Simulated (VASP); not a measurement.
Data:

```
Y
1.0
    1.87840    -3.21579     0.00000
    1.87840     3.21579     0.00000
    0.00000     0.00000     5.78672
Y
2
Direct
  0.33333   0.66667   0.25000
  0.68622   0.35288   0.75000
```
Cell charge +0.1.

Calculation: PBE GGA, VASP's PBE PAW potentials (set 64) (plane waves; VASP). Settings: NELECT = 21.9, 400 eV cut-off, 10×10×6 Γ-centred mesh, Gaussian smearing of 0.050 eV, potentials Y_sv.

The cell is charged, with a uniform compensating background.

Q: Which forces act on the atoms, in eV/Å?

A: 
| atom | Fx | Fy | Fz |
|---|---|---|---|
| Y1 | 0.089 | 0.010 | 0.000 |
| Y2 | -0.089 | -0.010 | 0.000 |

Q: Give the stress tensor in GPa (positive for a compressed cell).

A: 
```
-3.92  -0.22   0.00
-0.22  -3.32   0.00
 0.00   0.00  -3.42
```
The pressure is its mean diagonal, -3.55 GPa.

The compound is Y in the hcp structure. The cell was not relaxed at this level, atoms are displaced from their ideal sites. The run is one of a series of settings (ISMEAR = 0, NELECT = 21.9, SIGMA = 0.05 against the base run), some of them coarse on purpose.
